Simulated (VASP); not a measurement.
VASP input:

### KPOINTS
```
Automatic mesh
0
Gamma
9 9 3
0 0 0
```

### POSCAR
```
La
1.0
  1.9063795261  -3.3019464286   0.0000000000
  1.9063795261   3.3019464286   0.0000000000
  0.0000000000   0.0000000000  12.1914427622
La
4
Cart
  0.0000000000   0.0000000000   6.0957213811
  0.0000000000   0.0000000000   0.0000000000
  1.9063795261   1.1006510108   3.0478606905
  1.9063795261  -1.1006510108   9.1435820717
```

INCAR:
```
# general
SYSTEM =La
PREC   =Accurate
ENCUT  =520   # plane-wave cut-off (eV)
LREAL  =F   # projection in real space or not
LASPH  =T   # aspherical one-centre terms

# electronic loop
EDIFF  =1E-7
NELM   =100   # most electronic steps
ALGO   =Normal
LMAXMIX=6   # l cut-off of mixed one-centre charges

# smearing
ISMEAR =1
SIGMA  =0.1   # width (eV)

# functional
GGA    =PE   # PBE

# ions
IBRION =2   # conjugate gradients
NSW    =30   # most ionic steps
ISIF   =4
EDIFFG =-0.01   # ionic stop

# output
LWAVE  =F
LCHARG =F
```

POTCAR, in this order: La (PBE.64 set). Program: vasp_std.

Task: Write an equivalent input for Quantum ESPRESSO's pw.x.

Result: One equivalent input (not run):
```
&CONTROL
  calculation = 'vc-relax'
  pseudo_dir = './pseudo'
  outdir = './out'
  tprnfor = .true.
  tstress = .true.
  nstep = 30
  forc_conv_thr = 0.00039
/
&SYSTEM
  ibrav = 0
  nat = 4
  ntyp = 1
  ecutwfc = 110
  occupations = 'smearing'
  smearing = 'methfessel-paxton'
  degauss = 0.00735
  input_dft = 'pbe'
/
&ELECTRONS
  conv_thr = 7.3e-09
  electron_maxstep = 100
/
&IONS
/
&CELL
  cell_dofree = 'shape'
/
ATOMIC_SPECIES
  La 138.905 La.upf
CELL_PARAMETERS angstrom
     1.9063795   -3.3019464    0.0000000
     1.9063795    3.3019464    0.0000000
     0.0000000    0.0000000   12.1914428
ATOMIC_POSITIONS crystal
  La   0.0000000  0.0000000  0.5000000
  La   0.0000000  0.0000000  0.0000000
  La   0.3333330  0.6666670  0.2500000
  La   0.6666670  0.3333330  0.7500000
K_POINTS automatic
  9 9 3 0 0 0
```
The two are equivalent in intent, not identical: the potentials are each code's own (VASP's PAW set, PseudoDojo norm-conserving files in pw.x), so ENCUT and ecutwfc are chosen apart and not converted; conv_thr bounds pw.x's estimated SCF error, while EDIFF bounds the energy change between steps; forc_conv_thr acts on force components and is met together with etot_conv_thr.

The compound is La in the dhcp structure. This cell is one point of a volume scan, at 1.03 of the reference volume.
